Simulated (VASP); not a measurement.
Here is the system:

```
KF
1.0
    0.00000     2.65675     2.65675
    2.65675     0.00000     2.65675
    2.65675     2.65675     0.00000
K F
1 1
Direct
  0.00000   0.00000   0.00000
  0.50000   0.50000   0.50000
```

All values below come from PBEsol GGA, VASP's PBE PAW potentials (set 64) (plane waves; VASP). Settings: PREC = Normal, EDIFF = 1E-5, 450 eV cut-off, 10×10×10 Γ-centred mesh, Gaussian smearing of 0.050 eV, potentials K_sv F.

At this cut-off the stress carries a Pulay error, which pulls relaxed volumes low.

**Question.** Give the stress tensor in GPa (positive for a compressed cell).

**Answer.** 
```
-1.29   0.00   0.00
 0.00  -1.29   0.00
 0.00   0.00  -1.29
```
The pressure is its mean diagonal, -1.29 GPa.

The compound is KF in the rock salt structure. It was relaxed first.
